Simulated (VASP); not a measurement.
Input:

```
O2Si
1.0
    4.09623     0.00000     0.00000
    0.00000     4.09623     0.00000
    0.00000     0.00000     2.64756
Si O
2 4
Direct
  0.00000   0.00000   0.00000
  0.50000   0.50000   0.50000
  0.30385   0.30385   0.00000
  0.80385   0.19615   0.50000
  0.19615   0.80385   0.50000
  0.69615   0.69615   0.00000
```

These are PBEsol GGA, VASP's PBE PAW potentials (set 64) (plane waves; VASP) values and carry that method's errors. Numerical set-up: 620 eV cut-off, 6×6×8 Γ-centred mesh, Gaussian smearing of 0.050 eV, potentials Si O.

Energy and stress use the plane-wave basis of the starting cell.

Task: The ions, cell shape and volume at an external pressure of 30.0 GPa are relaxed. What does this cell relax into?

Result: 
```
O2Si
1.0
    4.05881     0.00000     0.00000
    0.00000     4.05881     0.00000
    0.00000     0.00000     2.63060
Si O
2 4
Cartesian
  0.00000   0.00000   0.00000
  2.02940   2.02940   1.31530
  1.23064   1.23064   0.00000
  3.26004   0.79876   1.31530
  0.79876   3.26004   1.31530
  2.82817   2.82817   2.63060
```
Space group P4_2/mnm (136), at a tolerance of 0.03 Å.

Task: How do energy and volume change from the first to the last step?

Result: The energy (σ→0) changes by +28.0 meV/atom and the volume by -2.4 %, in 7 ionic steps.

```csv
step,E(σ→0) (eV),max force (eV/Å),pressure (GPa),volume (Å³)
1,-48.8319,0.000,19.85,44.42
2,-48.1928,0.429,51.39,41.48
3,-48.6704,0.141,29.85,43.38
4,-48.6665,0.144,30.06,43.36
5,-48.6552,0.092,30.12,43.29
6,-48.6599,0.010,30.10,43.31
7,-48.6640,0.001,29.85,43.34
```

The compound is SiO2 in the rutile structure, stishovite, a high-pressure form. This run relaxes it under an external pressure of 30 GPa. Symmetry was kept, so distortions that lower it aren't found.
